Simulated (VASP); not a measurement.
```yaml
crystal:
  lattice:
    - [0.00000, 1.86118, 1.86118]
    - [1.86118, 0.00000, 1.86118]
    - [1.86118, 1.86118, 0.00000]
  atoms:
    - { symbol: Li, position: [0.00000, 0.00000, 0.00000] }
    - { symbol: F, position: [0.50000, 0.50000, 0.50000] }
```

Calculation: PBE GGA, VASP's PBE PAW potentials (set 64) (plane waves; VASP). Run with 620 eV cut-off, 12×12×12 Γ-centred mesh, Gaussian smearing of 0.050 eV, potentials Li_sv F.

What does the run give for the energy per atom (σ→0), pressure, band gap (on the k-mesh) with the smallest direct gap where there is one?

```json
{
 "band gap (on the k-mesh)": "11.54 eV",
 "smallest direct gap (on the k-mesh)": "11.54 eV",
 "energy per atom (σ→0)": "-4.668 eV/atom",
 "pressure": "30.36 GPa"
}
```

The compound is LiF in the rock salt structure. It was relaxed first under an external pressure of 30 GPa.
